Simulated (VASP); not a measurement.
Output of a VASP run:

**OSZICAR**
```
...
   6 F= -.52041002E+03 E0= -.52041002E+03  d E =-.204966E-01
       N       E                     dE             d eps       ncg     rms          rms(c)
DAV:   1    -0.520410991901E+03   -0.97310E-03   -0.14033E-01   412   0.932E-01    0.104E-01
RMM:   2    -0.520411032053E+03   -0.40153E-04   -0.23885E-03   362   0.115E-01    0.467E-02
RMM:   3    -0.520411010517E+03    0.21537E-04   -0.50619E-04   364   0.470E-02    0.216E-02
RMM:   4    -0.520411016251E+03   -0.57341E-05   -0.11435E-04   374   0.201E-02    0.100E-02
RMM:   5    -0.520411017137E+03   -0.88623E-06   -0.14783E-05   223   0.838E-03
   7 F= -.52041102E+03 E0= -.52041102E+03  d E =-.214897E-01
       N       E                     dE             d eps       ncg     rms          rms(c)
DAV:   1    -0.520417324741E+03   -0.63085E-02   -0.79670E-01   372   0.224E+00    0.234E-01
RMM:   2    -0.520417510638E+03   -0.18590E-03   -0.13493E-02   362   0.269E-01    0.110E-01
RMM:   3    -0.520417434397E+03    0.76242E-04   -0.32669E-03   366   0.112E-01    0.545E-02
RMM:   4    -0.520417470103E+03   -0.35706E-04   -0.71318E-04   383   0.486E-02    0.256E-02
RMM:   5    -0.520417475571E+03   -0.54678E-05   -0.87925E-05   362   0.202E-02
   8 F= -.52041748E+03 E0= -.52041748E+03  d E =-.645843E-02
       N       E                     dE             d eps       ncg     rms          rms(c)
DAV:   1    -0.520417521219E+03   -0.51116E-04   -0.52790E-03   428   0.181E-01    0.196E-02
RMM:   2    -0.520417524607E+03   -0.33880E-05   -0.10566E-04   362   0.238E-02    0.963E-03
RMM:   3    -0.520417525112E+03   -0.50472E-06   -0.26459E-05   227   0.101E-02    0.532E-03
RMM:   4    -0.520417525344E+03   -0.23178E-06   -0.44445E-06   206   0.419E-03
   9 F= -.52041753E+03 E0= -.52041753E+03  d E =-.650821E-02
       N       E                     dE             d eps       ncg     rms          rms(c)
DAV:   1    -0.520420057419E+03   -0.25323E-02   -0.44050E-01   372   0.166E+00    0.166E-01
RMM:   2    -0.520420042450E+03    0.14970E-04   -0.60747E-03   362   0.179E-01    0.750E-02
RMM:   3    -0.520419967244E+03    0.75206E-04   -0.15842E-03   366   0.758E-02    0.336E-02
RMM:   4    -0.520419988119E+03   -0.20875E-04   -0.36212E-04   383   0.331E-02    0.175E-02
RMM:   5    -0.520419990485E+03   -0.23659E-05   -0.43201E-05   267   0.135E-02
  10 F= -.52041999E+03 E0= -.52041999E+03  d E =-.246514E-02
       N       E                     dE             d eps       ncg     rms          rms(c)
DAV:   1    -0.520420008832E+03   -0.20713E-04   -0.26581E-03   428   0.129E-01    0.131E-02
RMM:   2    -0.520420009489E+03   -0.65687E-06   -0.43262E-05   287   0.151E-02    0.622E-03
RMM:   3    -0.520420009393E+03    0.95846E-07   -0.10859E-05   206   0.630E-03    0.317E-03
RMM:   4    -0.520420009528E+03   -0.13464E-06   -0.22957E-06   194   0.276E-03
  11 F= -.52042001E+03 E0= -.52042001E+03  d E =-.248418E-02
       N       E                     dE             d eps       ncg     rms          rms(c)
DAV:   1    -0.520420892962E+03   -0.88357E-03   -0.12163E-01   372   0.882E-01    0.879E-02
RMM:   2    -0.520420948968E+03   -0.56006E-04   -0.19462E-03   362   0.103E-01    0.418E-02
RMM:   3    -0.520420946158E+03    0.28103E-05   -0.46627E-04   368   0.424E-02    0.217E-02
RMM:   4    -0.520420950754E+03   -0.45963E-05   -0.97054E-05   369   0.184E-02
  12 F= -.52042095E+03 E0= -.52042095E+03  d E =-.941227E-03
```

**OUTCAR**
```
------------------------ aborting loop because EDIFF is reached ----------------------------------------
  FORCE on cell =-STRESS in cart. coord.  units (eV):
  Direction    XX          YY          ZZ          XY          YZ          ZX
  --------------------------------------------------------------------------------------
  Total       21.7479115     21.8563157      2.7673270     -0.0362157      0.0280004      0.0090682
  in kB       46.1113501     46.3411958      5.8674684     -0.0767869      0.0593684      0.0192269
  external PRESSURE =      32.7733381 kB  Pullay stress =       0.0000000 kB
  volume of cell :      755.65
      direct lattice vectors                 reciprocal lattice vectors
     4.640980826 -8.038414841  0.000000000     0.107735847 -0.062201318  0.000000000
     4.640980826  8.038414841  0.000000000     0.107735847  0.062201318  0.000000000
     0.000000000  0.000000000 10.127683410     0.000000000  0.000000000  0.098739263
  FREE ENERGIE OF THE ION-ELECTRON SYSTEM (eV)
  ---------------------------------------------------
  free  energy   TOTEN  =      -520.4209507543 eV

  energy  without entropy=     -520.4209507543  energy(sigma->0) =     -520.42095075

 reached required accuracy - stopping structural energy minimisation
```
(Selected blocks of OUTCAR.)

File POSCAR:
```
BC35Si36
1
    4.6409808260    -8.0384148411     0.0000000000
    4.6409808260     8.0384148411     0.0000000000
    0.0000000000     0.0000000000    10.1276834096
Si C B
36 35 1
Direct
  0.0000000000   0.0000000000   0.0000000000
  0.0000000000   0.0000000000   0.5000000000
  0.2222220000   0.1111110000   0.7501800000
  0.1111110000   0.2222220000   0.2501800000
  0.0000000000   0.3333330000   0.0000000000
  0.0000000000   0.3333330000   0.5000000000
  0.2222220000   0.4444440000   0.7501800000
  0.1111110000   0.5555560000   0.2501800000
  0.0000000000   0.6666670000   0.0000000000
  0.0000000000   0.6666670000   0.5000000000
  0.2222220000   0.7777780000   0.7501800000
  0.1111110000   0.8888890000   0.2501800000
  0.3333330000   0.0000000000   0.0000000000
  0.3333330000   0.0000000000   0.5000000000
  0.5555560000   0.1111110000   0.7501800000
  0.4444440000   0.2222220000   0.2501800000
  0.3333330000   0.3333330000   0.0000000000
  0.3278930000   0.3282730000   0.5000410000
  0.5581150000   0.4449360000   0.7542000000
  0.4444440000   0.5555560000   0.2501800000
  0.3333330000   0.6666670000   0.0000000000
  0.3333330000   0.6666670000   0.5000000000
  0.5555560000   0.7777780000   0.7501800000
  0.4444440000   0.8888890000   0.2501800000
  0.6666670000   0.0000000000   0.0000000000
  0.6666670000   0.0000000000   0.5000000000
  0.8888890000   0.1111110000   0.7501800000
  0.7777780000   0.2222220000   0.2501800000
  0.6666670000   0.3333330000   0.0000000000
  0.6611710000   0.3304770000   0.5043020000
  0.8888890000   0.4444440000   0.7501800000
  0.7777780000   0.5555560000   0.2501800000
  0.6666670000   0.6666670000   0.0000000000
  0.6599630000   0.6642870000   0.4972000000
  0.8888890000   0.7777780000   0.7501800000
  0.7777780000   0.8888890000   0.2501800000
  0.0000000000   0.0000000000   0.8121600000
  0.0000000000   0.0000000000   0.3121600000
  0.2173980000   0.1090970000   0.5682370000
  0.1111110000   0.2222220000   0.0632900000
  0.0000000000   0.3333330000   0.8121600000
  0.0000000000   0.3333330000   0.3121600000
  0.2279290000   0.4472170000   0.5675670000
  0.1111110000   0.5555560000   0.0632900000
  0.0000000000   0.6666670000   0.8121600000
  0.0000000000   0.6666670000   0.3121600000
  0.2222220000   0.7777780000   0.5632900000
  0.1111110000   0.8888890000   0.0632900000
  0.3333330000   0.0000000000   0.8121600000
  0.3333330000   0.0000000000   0.3121600000
  0.5552450000   0.1128500000   0.5619310000
  0.4444440000   0.2222220000   0.0632900000
  0.3323150000   0.3261440000   0.8161780000
  0.3296500000   0.3262020000   0.3121570000
  0.4444440000   0.5555560000   0.0632900000
  0.3333330000   0.6666670000   0.8121600000
  0.3333330000   0.6666670000   0.3121600000
  0.5611520000   0.7823640000   0.5672010000
  0.4444440000   0.8888890000   0.0632900000
  0.6666670000   0.0000000000   0.8121600000
  0.6666670000   0.0000000000   0.3121600000
  0.8888890000   0.1111110000   0.5632900000
  0.7777780000   0.2222220000   0.0632900000
  0.6718860000   0.3382590000   0.8137140000
  0.6725070000   0.3356540000   0.3139420000
  0.8881940000   0.4445190000   0.5591270000
  0.7777780000   0.5555560000   0.0632900000
  0.6640820000   0.6629450000   0.8147310000
  0.6639220000   0.6602990000   0.3109100000
  0.8874180000   0.7703740000   0.5589190000
  0.7777780000   0.8888890000   0.0632900000
  0.5603930000   0.4441760000   0.5668760000
```

Task: Write an INCAR and KPOINTS that could have produced this output.

Result: This is not unique; one that fits is the input of the run itself, PBE GGA, plane waves, VASP's PBE PAW potentials (set 64).

### INCAR
```
ALGO = Fast
EDIFF = 1E-5
EDIFFG = -0.03
ENCUT = 400
GGA = PE
IBRION = 2
ISIF = 2
ISMEAR = 0
ISYM = 0
LASPH = T
LCHARG = F
LREAL = Auto
LWAVE = T
NELECT = 288.0
NELM = 100
NELMIN = 4
NSW = 60
PREC = Normal
SIGMA = 0.05
SYSTEM = BC35Si36
```

**KPOINTS**
```
Automatic mesh
0
G
 1 1 1
0 0 0
```

POTCAR, in this order: Si C B (PBE.64 set). Program: vasp_gam.

At this cut-off the stress carries a Pulay error, which pulls relaxed volumes low. The cell is charged, with a uniform compensating background. The supercell is sampled at Γ alone, which is coarse: total energies, pressure and levels can be off, energies of defects by several tenths of an eV.

The cell is a supercell with a defect, built from SiC (4h): B_C, charge -1. The run is not spin-polarised, so no state with unpaired spins was tried.
